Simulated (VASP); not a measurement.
Here is the system:

```yaml
crystal:
  lattice:
    - [0.00000, 3.46076, 3.46076]
    - [3.46076, 0.00000, 3.46076]
    - [3.46076, 3.46076, 0.00000]
  atoms:
    - { symbol: Ag, position: [0.00000, 0.00000, 0.00000] }
    - { symbol: I, position: [0.25000, 0.25000, 0.25000] }
```

Method: RPBE GGA, VASP's PBE PAW potentials (set 64) (plane waves; VASP 6.6.1). Settings: 520 eV cut-off, 7×7×7 Γ-centred mesh, Gaussian smearing of 0.050 eV, potentials Ag I.

Q: The job: AgI (zinc blende), 2 atoms, RPBE, static run, 520 eV, 7×7×7 Γ-centred mesh. Roughly how much core time does it take on a busy server core?

A: About 20 core-seconds (one run on a shared machine, a rough figure). It had 20 irreducible k-points, 13 bands, up to 2247 plane waves and 16 electronic steps.

The compound is AgI in the zinc blende structure, whereas wurtzite is the usual form. This cell is one point of a volume scan, at 1.06 of the reference volume.
